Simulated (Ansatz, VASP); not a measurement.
**PtSe2 in two plane-wave programs**

Aim: how closely do two programs agree when they are given the same cell, functional and k mesh? The cell is taken from a series of runs on this material, whose earlier steps may have relaxed, scaled, displaced or heated it; both programs get it as it stands.

Main program and level: Ansatz 0.2.0; plane waves, with VASP 6.6.1 beside it; zone-centre phonons at PBE.

## (1) Set-up

The cell holds 3 atoms: 1 Pt and 2 Se. Cell: a = 3.817 Å, b = 3.682 Å, c = 30.460 Å, α = 90.0°, β = 90.0°, γ = 121.2°. Vacuum lies along c.

## (2) VASP: zone-centre phonons, PBE

Second derivatives magnify differences that forces hide, and they need a tight electronic threshold.

Lines of VASP's logs that name or quote its potential files are left out, and so is its time.

Contents of INCAR:

```
SYSTEM = PtSe2
PREC = Accurate
ENCUT = 500
EDIFF = 1E-08
NELM = 120
ISMEAR = 1
SIGMA = 0.2
LREAL = .FALSE.
ALGO = Normal
GGA = PE
NBANDS = 17
LASPH = .TRUE.
LORBIT = 11
LWAVE = .FALSE.
LCHARG = .FALSE.
ISIF = 2
IBRION = 8
GGA_COMPAT = .FALSE.
NELMDL = -8
KPAR = 2
```

Contents of POSCAR:

```
PtSe2
1.0
    3.8174348899      0.0000000000      0.0000000000
   -1.9087174449      3.1485672303      0.0000000000
    0.0000000000      0.0000000000     30.4600000000
Pt Se
1 2
Direct
    0.3247398217      0.6494796434      0.3282994091
    0.6709634226      0.3419268451      0.3748190147
    0.6709634226      0.3419268451      0.2817798035
```

Contents of KPOINTS:

```
Automatic mesh
0
Gamma
15 15 1
0 0 0
```

PAW data sets: Pt and Se (PBE family, release 64).

Started as:

```bash
$ mpirun -np 2 vasp_std
```

Numbers of over 12 decimals in the logs are rounded to 6 here.

What it wrote:

```text
[banner, memory and clock lines left out]
running    2 mpi-ranks, on    1 nodes
 distrk:  each k-point on    1 cores,    2 groups
 distr:  one band on    1 cores,    1 groups

 POSCAR found type information on POSCAR PtSe
 POSCAR found :  2 types and       3 ions
 LDA part: xc-table for (Slater+PW92), standard interpolation
 POSCAR, INCAR and KPOINTS ok, starting setup
 FFT: planning ... GRIDC
 FFT: planning ... GRID_SOFT
 FFT: planning ... GRID
 WAVECAR not read
 entering main loop
       N       E                     dE             d eps       ncg     rms          rms(c)
DAV:   1     0.170721663656E+03    0.17072E+03   -0.65801E+03  2176   0.871E+02
DAV:   2     0.714225688590E+01   -0.16358E+03   -0.15629E+03  3712   0.152E+02
DAV:   3    -0.130631538367E+02   -0.20205E+02   -0.19968E+02  2680   0.681E+01
DAV:   4    -0.134264614438E+02   -0.36331E+00   -0.35981E+00  2837   0.108E+01
DAV:   5    -0.134327774739E+02   -0.63160E-02   -0.63123E-02  3002   0.134E+00
DAV:   6    -0.134329454436E+02   -0.16797E-03   -0.16795E-03  3052   0.195E-01
DAV:   7    -0.134329509180E+02   -0.54744E-05   -0.54744E-05  3300   0.302E-02
DAV:   8    -0.134329510337E+02   -0.11569E-06   -0.11559E-06  3044   0.343E-03    0.119E+01
DAV:   9    -0.131415087933E+02    0.29144E+00   -0.47641E+00  2963   0.156E+01    0.816E+00
DAV:  10    -0.130143517785E+02    0.12716E+00   -0.19070E+00  2712   0.125E+01    0.348E+00
DAV:  11    -0.129031385668E+02    0.11121E+00   -0.35775E-01  2663   0.479E+00    0.381E-01
DAV:  12    -0.129025797563E+02    0.55881E-03   -0.23422E-02  2851   0.103E+00    0.202E-01
DAV:  13    -0.129024912858E+02    0.88470E-04   -0.98890E-04  2911   0.211E-01    0.964E-02
DAV:  14    -0.129024491158E+02    0.42170E-04   -0.92721E-05  2886   0.592E-02    0.327E-02
[...]
DAV:  22    -0.129025672620E+02   -0.15048E-05   -0.33869E-08  2461   0.971E-04    0.297E-04
DAV:  23    -0.129025688051E+02   -0.15431E-05   -0.24680E-08  2228   0.451E-04    0.234E-04
DAV:  24    -0.129025693125E+02   -0.50738E-06   -0.11296E-08  2190   0.235E-04    0.149E-04
DAV:  25    -0.129025696459E+02   -0.33343E-06   -0.31908E-09  2281   0.231E-04    0.327E-05
DAV:  26    -0.129025698478E+02   -0.20191E-06   -0.11263E-09  2239   0.982E-05    0.218E-05
DAV:  27    -0.129025699483E+02   -0.10052E-06    0.22334E-10  2235   0.595E-05    0.192E-05
DAV:  28    -0.129025699773E+02   -0.28920E-07    0.74930E-10  2041   0.319E-05    0.139E-05
DAV:  29    -0.129025699865E+02   -0.92739E-08    0.83691E-10  1937   0.244E-05
   1 F= -.12902570E+02 E0= -.12901919E+02  d E =-.195376E-02
 Linear response reoptimize wavefunctions to high precision
DAV:   1    -0.129025699891E+02   -0.26027E-08    0.88029E-10  1949   0.998E-06
DAV:   2    -0.129025699891E+02    0.61846E-10    0.89272E-10  2170   0.240E-06
 Linear response DOF=           6
 Linear response progress:
  Degree of freedom:   1/  6
       N       E                     dE             d eps       ncg     rms          rms(c)
RMM:   1    -0.258922021106E+00   -0.25892E+00   -0.27881E-01  7007   0.326E+00
RMM:   2    -0.253208711905E+00    0.57133E-02   -0.71758E-03  5992   0.488E-01    0.183E-01
RMM:   3    -0.253314377555E+00   -0.10567E-03   -0.26584E-04  5847   0.103E-01    0.113E-01
RMM:   4    -0.253961996927E+00   -0.64762E-03   -0.38917E-04  6183   0.117E-01    0.206E-02
RMM:   5    -0.253924282996E+00    0.37714E-04   -0.29111E-05  6171   0.293E-02    0.848E-03
RMM:   6    -0.253910316661E+00    0.13966E-04   -0.68660E-06  6452   0.120E-02    0.163E-03
RMM:   7    -0.253900938280E+00    0.93784E-05   -0.46234E-08  6536   0.442E-03    0.853E-04
RMM:   8    -0.253894464754E+00    0.64735E-05   -0.15772E-07  6803   0.125E-03    0.442E-04
RMM:   9    -0.253891948034E+00    0.25167E-05   -0.13719E-07  6739   0.670E-04    0.117E-04
RMM:  10    -0.253890967144E+00    0.98089E-06   -0.33388E-08  6779   0.259E-04    0.241E-05
RMM:  11    -0.253891163913E+00   -0.19677E-06   -0.14959E-07  7211   0.869E-05    0.231E-05
RMM:  12    -0.253891455012E+00   -0.29110E-06   -0.29281E-08  6822   0.471E-05    0.516E-06
RMM:  13    -0.253891562607E+00   -0.10759E-06   -0.47071E-08  6962   0.291E-05    0.328E-06
RMM:  14    -0.253891518589E+00    0.44017E-07   -0.22049E-09  6855   0.198E-05    0.675E-07
RMM:  15    -0.253891524732E+00   -0.61430E-08   -0.96897E-09  6279   0.170E-05    0.385E-07
 first order change of Fermi-energy   0.35278E-02
 force on displaced ion       1 direction 1 :  -3.150  -0.062   0.000
 Linear response progress:
  Degree of freedom:   2/  6
       N       E                     dE             d eps       ncg     rms          rms(c)
RMM:   1    -0.257545381882E+00   -0.25755E+00   -0.27523E-01  3973   0.325E+00
RMM:   2    -0.253052079867E+00    0.44933E-02   -0.68988E-03  3387   0.479E-01    0.182E-01
RMM:   3    -0.253068677678E+00   -0.16598E-04   -0.36318E-04  3317   0.112E-01    0.110E-01
RMM:   4    -0.253646762708E+00   -0.57809E-03   -0.53790E-04  3685   0.127E-01    0.238E-02
RMM:   5    -0.253626767688E+00    0.19995E-04   -0.29299E-05  3629   0.333E-02    0.125E-02
RMM:   6    -0.253601534938E+00    0.25233E-04   -0.13700E-05  3720   0.200E-02    0.437E-03
RMM:   7    -0.253601828339E+00   -0.29340E-06   -0.75873E-07  3786   0.556E-03    0.100E-03
RMM:   8    -0.253587559117E+00    0.14269E-04   -0.17443E-07  3798   0.215E-03    0.508E-04
[...]
RMM:  17    -0.253582578763E+00   -0.14721E-07    0.25644E-08  4023   0.311E-05    0.138E-06
RMM:  18    -0.253582572104E+00    0.66588E-08    0.14194E-08  3780   0.264E-05    0.927E-07
 first order change of Fermi-energy   0.19257E+00
 force on displaced ion       1 direction 2 :  -0.000  -3.777   0.000
 Linear response progress:
  Degree of freedom:   3/  6
       N       E                     dE             d eps       ncg     rms          rms(c)
RMM:   1    -0.289221403883E+00   -0.28922E+00   -0.25790E-01  4042   0.318E+00
RMM:   2    -0.283933018035E+00    0.52884E-02   -0.70825E-03  3440   0.530E-01    0.241E-01
RMM:   3    -0.284193768516E+00   -0.26075E-03   -0.18396E-03  3875   0.177E-01    0.159E-01
RMM:   4    -0.283673818918E+00    0.51995E-03   -0.83022E-04  3799   0.111E-01    0.109E-01
RMM:   5    -0.284056107021E+00   -0.38229E-03   -0.18199E-04  3741   0.764E-02    0.821E-03
RMM:   6    -0.284063057620E+00   -0.69506E-05   -0.58121E-06  3787   0.136E-02    0.416E-03
RMM:   7    -0.284058112924E+00    0.49447E-05   -0.21909E-06  3741   0.637E-03    0.112E-03
RMM:   8    -0.284052982034E+00    0.51309E-05   -0.11429E-08  3802   0.193E-03    0.576E-04
RMM:   9    -0.284050582196E+00    0.23998E-05   -0.10852E-07  3876   0.930E-04    0.183E-04
RMM:  10    -0.284051383812E+00   -0.80162E-06    0.33174E-09  3951   0.285E-04    0.139E-04
RMM:  11    -0.284052331358E+00   -0.94755E-06    0.13827E-07  3848   0.275E-04    0.771E-05
RMM:  12    -0.284052534598E+00   -0.20324E-06    0.11413E-07  3981   0.302E-04    0.444E-05
RMM:  13    -0.284051925609E+00    0.60899E-06    0.27720E-07  4021   0.168E-04    0.177E-05
RMM:  14    -0.284051927447E+00   -0.18383E-08   -0.28196E-09  4081   0.993E-05    0.121E-05
 first order change of Fermi-energy   0.14755E-03
 force on displaced ion       1 direction 3 :   0.000   0.001  -4.391
 Linear response progress:
  Degree of freedom:   4/  6
       N       E                     dE             d eps       ncg     rms          rms(c)
RMM:   1    -0.759738537075E-01   -0.75974E-01    0.57034E-02  9362   0.150E+00
RMM:   2    -0.749655181941E-01    0.10083E-02   -0.25133E-03  5948   0.251E-01    0.102E-01
RMM:   3    -0.749072210580E-01    0.58297E-04   -0.12649E-04  6250   0.589E-02    0.582E-02
RMM:   4    -0.749272872855E-01   -0.20066E-04   -0.35950E-05  6635   0.380E-02    0.898E-03
RMM:   5    -0.749413273900E-01   -0.14040E-04   -0.21149E-06  6887   0.843E-03    0.246E-03
RMM:   6    -0.749415382526E-01   -0.21086E-06    0.45762E-07  6911   0.267E-03    0.143E-03
RMM:   7    -0.749414745705E-01    0.63682E-07   -0.58274E-07  6822   0.131E-03    0.438E-04
RMM:   8    -0.749411464745E-01    0.32810E-06   -0.65682E-08  6952   0.553E-04    0.115E-04
RMM:   9    -0.749412066583E-01   -0.60184E-07    0.99119E-08  7031   0.179E-04    0.586E-05
RMM:  10    -0.749413016221E-01   -0.94964E-07   -0.24428E-08  6904   0.890E-05    0.250E-05
RMM:  11    -0.749413777828E-01   -0.76161E-07   -0.16296E-08  6871   0.641E-05    0.557E-06
RMM:  12    -0.749413865626E-01   -0.87798E-08   -0.30994E-09  7169   0.323E-05    0.266E-06
 first order change of Fermi-energy  -0.16611E-02
 force on displaced ion       2 direction 1 :  -2.269  -0.021   0.001
 Linear response progress:
  Degree of freedom:   5/  6
       N       E                     dE             d eps       ncg     rms          rms(c)
RMM:   2    -0.738651780567E-01    0.11349E-02   -0.24144E-03  3370   0.246E-01    0.912E-02
RMM:   3    -0.737910817584E-01    0.74096E-04   -0.11816E-04  3829   0.564E-02    0.533E-02
RMM:   4    -0.738030009398E-01   -0.11919E-04   -0.10288E-04  3876   0.401E-02    0.345E-02
RMM:   5    -0.737614167064E-01    0.41584E-04   -0.28573E-05  3861   0.246E-02    0.551E-03
RMM:   6    -0.737717976836E-01   -0.10381E-04   -0.73344E-07  3863   0.629E-03    0.177E-03
RMM:   7    -0.737728166943E-01   -0.10190E-05   -0.53123E-07  3926   0.233E-03    0.768E-04
RMM:   8    -0.737726736136E-01    0.14308E-06    0.35033E-08  3844   0.858E-04    0.350E-04
RMM:   9    -0.737718878797E-01    0.78573E-06   -0.22212E-08  3908   0.454E-04    0.900E-05
RMM:  10    -0.737718327717E-01    0.55108E-07   -0.10620E-08  3968   0.149E-04    0.481E-05
RMM:  11    -0.737718439188E-01   -0.11147E-07   -0.13176E-08  3872   0.128E-04    0.270E-05
RMM:  12    -0.737718669906E-01   -0.23072E-07    0.56293E-09  3974   0.103E-04    0.138E-05
RMM:  13    -0.737718682496E-01   -0.12591E-08    0.99437E-10  4007   0.727E-05    0.803E-06
 first order change of Fermi-energy  -0.98118E-01
 force on displaced ion       2 direction 2 :  -0.000  -2.387   0.338
 Linear response progress:
  Degree of freedom:   6/  6
       N       E                     dE             d eps       ncg     rms          rms(c)
RMM:   1    -0.114167347251E+00   -0.11417E+00    0.50167E-02  4865   0.143E+00
RMM:   2    -0.113455578098E+00    0.71177E-03   -0.20875E-03  3551   0.247E-01    0.217E-01
RMM:   3    -0.113281521809E+00    0.17406E-03   -0.54958E-04  3865   0.110E-01    0.119E-01
RMM:   4    -0.113245642492E+00    0.35879E-04   -0.65819E-04  3978   0.101E-01    0.102E-01
RMM:   5    -0.113019292439E+00    0.22635E-03   -0.13668E-04  3868   0.490E-02    0.160E-02
RMM:   6    -0.113021968330E+00   -0.26759E-05   -0.10810E-05  3847   0.157E-02    0.606E-03
RMM:   7    -0.113026957190E+00   -0.49889E-05   -0.17094E-06  3827   0.773E-03    0.168E-03
RMM:   8    -0.113024951322E+00    0.20059E-05   -0.53235E-09  3837   0.139E-03    0.643E-04
RMM:   9    -0.113023224834E+00    0.17265E-05   -0.35838E-09  3908   0.774E-04    0.115E-04
RMM:  10    -0.113023399417E+00   -0.17458E-06   -0.17537E-08  3958   0.213E-04    0.578E-05
RMM:  11    -0.113023559591E+00   -0.16017E-06   -0.37242E-08  3979   0.205E-04    0.305E-05
RMM:  12    -0.113023570204E+00   -0.10614E-07   -0.39242E-08  4065   0.112E-04    0.217E-05
RMM:  13    -0.113023664597E+00   -0.94393E-07   -0.60543E-08  4104   0.119E-04    0.111E-05
RMM:  14    -0.113023744060E+00   -0.79463E-07   -0.49077E-08  4161   0.919E-05    0.436E-06
RMM:  15    -0.113023768771E+00   -0.24711E-07   -0.56487E-08  4111   0.517E-05    0.291E-06
RMM:  16    -0.113023782970E+00   -0.14200E-07   -0.27369E-08  3973   0.398E-05    0.189E-06
RMM:  17    -0.113023793083E+00   -0.10113E-07   -0.50208E-08  3765   0.354E-05    0.161E-06
RMM:  18    -0.113023796866E+00   -0.37831E-08   -0.43045E-08  3766   0.328E-05    0.542E-07
 first order change of Fermi-energy  -0.11501E+01
 force on displaced ion       2 direction 3 :   0.000   0.345  -6.323
 Linear response finished
```

From OUTCAR (step 2):

```text
ion  position               nearest neighbor table
   1  0.325  0.649  0.328-   3 2.57   2 2.57   3 2.57   2 2.57   3 2.60   2 2.60
   2  0.671  0.342  0.375-   1 2.57   1 2.57   1 2.60
   3  0.671  0.342  0.282-   1 2.57   1 2.57   1 2.60

  LATTYP: Found a base centered orthorhombic cell.
 ALAT       =     3.8174348899
 B/A-ratio  =     1.6495721976
 C/A-ratio  =     7.9791799673

 Subroutine GETGRP returns: Found  4 space group operations
 (whereof  2 operations were pure point group operations)

The static configuration has the point symmetry C_1h.
 The point group associated with its full space group is C_2v.

 Found     64 irreducible k-points:

   k-points           NKPTS =     64   k-points in BZ     NKDIM =     64   number of bands    NBANDS=     17

   dimension x,y,z NGX =    28 NGY =   28 NGZ =  224
   dimension x,y,z NGXF=    56 NGYF=   56 NGZF=  448

   ENCUT  =  500.0 eV  36.75 Ry    6.06 a.u.   6.96  6.71 55.54*2*pi/ulx,y,z

   NELECT =      22.0000    total number of electrons

 k-points in reciprocal lattice and weights: Automatic mesh
   0.00000000  0.00000000  0.00000000       0.004
   0.06666667  0.00000000  0.00000000       0.018
   0.13333333 -0.00000000  0.00000000       0.018
   0.20000000  0.00000000  0.00000000       0.018
   0.26666667 -0.00000000  0.00000000       0.018
   0.33333333  0.00000000  0.00000000       0.018
   0.40000000  0.00000000  0.00000000       0.018
   0.46666667  0.00000000  0.00000000       0.018
   0.00000000  0.06666667  0.00000000       0.009
[...]
0.00000000  0.46666667  0.00000000       0.009
   0.06666667  0.46666667  0.00000000       0.009

 average (electrostatic) potential at core
       1 -77.2919       2 -62.1755       3 -62.1755

  Total       -1.3285406     -0.4344681     -0.0126337     -0.0000000      0.0000000      0.0000000
  in kB       -5.8139449     -1.9013145     -0.0552876     -0.0000000      0.0000000      0.0000000
  external PRESSURE =      -2.5901823 kB  Pullay stress =       0.0000000 kB

  energy-cutoff  :      500.00
  volume of cell :      366.11
      direct lattice vectors                 reciprocal lattice vectors
     3.817434890  0.000000000  0.000000000     0.261956007  0.158802390  0.000000000
    -1.908717445  3.148567230  0.000000000     0.000000000  0.317604779  0.000000000
     0.000000000  0.000000000 30.460000000     0.000000000  0.000000000  0.032829941

 POSITION                                       TOTAL-FORCE (eV/Angst)
 -----------------------------------------------------------------------------------
      0.00000      2.04493     10.00000         0.000000      0.002383      0.000000
      1.90872      1.07658     11.41699        -0.000000     -0.001191      0.000213
      1.90872      1.07658      8.58301        -0.000000     -0.001191     -0.000213
 -----------------------------------------------------------------------------------
    total drift:                                0.000000      0.000234     -0.000002

 Eigenvectors and eigenvalues of the dynamical matrix
 ----------------------------------------------------

   1 f  =    5.686954 THz    35.732185 2PiTHz  189.696364 cm-1    23.519341 meV
             X         Y         Z           dx          dy          dz
      0.000000  2.044930 10.000000     0.000000    0.020715    0.000000
      1.908717  1.076580 11.416987    -0.000000   -0.016087   -0.706772
      1.908717  1.076580  8.583013    -0.000000   -0.016087    0.706772

   2 f  =    3.811544 THz    23.948635 2PiTHz  127.139409 cm-1    15.763271 meV
             X         Y         Z           dx          dy          dz
      0.000000  2.044930 10.000000     0.000000   -0.000000    0.565685
      1.908717  1.076580 11.416987     0.000000    0.376282   -0.445435
      1.908717  1.076580  8.583013    -0.000000   -0.376282   -0.445435

   3 f  =    3.246236 THz    20.396704 2PiTHz  108.282787 cm-1    13.425348 meV
             X         Y         Z           dx          dy          dz
      0.000000  2.044930 10.000000     0.000000    0.669113    0.000000
      1.908717  1.076580 11.416987    -0.000000   -0.525043    0.021756
      1.908717  1.076580  8.583013    -0.000000   -0.525043   -0.021756

   4 f  =    3.029364 THz    19.034053 2PiTHz  101.048694 cm-1    12.528436 meV
             X         Y         Z           dx          dy          dz
      0.000000  2.044930 10.000000    -0.000000    0.000000    0.000000
      1.908717  1.076580 11.416987    -0.707107   -0.000000   -0.000000
      1.908717  1.076580  8.583013     0.707107    0.000000   -0.000000

   5 f  =    2.969412 THz    18.657365 2PiTHz   99.048917 cm-1    12.280495 meV
             X         Y         Z           dx          dy          dz
      0.000000  2.044930 10.000000    -0.668968    0.000000    0.000000
      1.908717  1.076580 11.416987     0.525586   -0.000000    0.000000
      1.908717  1.076580  8.583013     0.525586   -0.000000   -0.000000

   6 f  =    2.597358 THz    16.319682 2PiTHz   86.638540 cm-1    10.741805 meV
             X         Y         Z           dx          dy          dz
      0.000000  2.044930 10.000000    -0.000000   -0.000000   -0.355352
      1.908717  1.076580 11.416987    -0.000000    0.598675    0.280090
      1.908717  1.076580  8.583013     0.000000   -0.598675    0.280090

   7 f/i=    0.000458 THz     0.002876 2PiTHz    0.015270 cm-1     0.001893 meV
             X         Y         Z           dx          dy          dz
      0.000000  2.044930 10.000000     0.743291    0.000000   -0.000000
      1.908717  1.076580 11.416987     0.473032    0.000000   -0.000000
      1.908717  1.076580  8.583013     0.473032    0.000000   -0.000000

   8 f/i=    0.002722 THz     0.017102 2PiTHz    0.090791 cm-1     0.011257 meV
             X         Y         Z           dx          dy          dz
      0.000000  2.044930 10.000000    -0.000000    0.742872   -0.000000
      1.908717  1.076580 11.416987    -0.000000    0.473361    0.000112
      1.908717  1.076580  8.583013    -0.000000    0.473361   -0.000112

   9 f/i=    0.003685 THz     0.023153 2PiTHz    0.122915 cm-1     0.015240 meV
             X         Y         Z           dx          dy          dz
      0.000000  2.044930 10.000000     0.000000    0.000000    0.744127
      1.908717  1.076580 11.416987     0.000000   -0.000156    0.472374
      1.908717  1.076580  8.583013     0.000000    0.000156    0.472374

 ELASTIC MODULI CONTR FROM IONIC RELAXATION (kBar)
 Direction    XX          YY          ZZ          XY          YZ          ZX
 --------------------------------------------------------------------------------
 XX        -159.2951    -90.4140   -152.8069     -0.0000     -0.0000     -0.0000
 YY         -90.4140   -119.8726   -136.6606     -0.0000     -0.0000     -0.0000
 ZZ        -152.8069   -136.6606   -182.9471     -0.0000     -0.0000     -0.0000
 XY          -0.0000     -0.0000     -0.0000    -65.3447     -0.0000      0.0000
 YZ          -0.0000     -0.0000     -0.0000     -0.0000    -48.3026     -0.0000
 ZX          -0.0000     -0.0000     -0.0000      0.0000     -0.0000    -47.6218
 --------------------------------------------------------------------------------
```

(Part 1 of 2 ends here.)

[Lines on the potential files, build, host, timing and source positions are cut from VASP's logs without a mark.]

[Logs are printed without paths, hosts, clocks, repeated set-up lines and the standing remarks that a program may print on its own settings, such as how far it seeks lower states.]

[Hosts, paths, dates, database ids (printed as entryN), source tags and the programs' standing remarks are cut or masked in the printed files.]
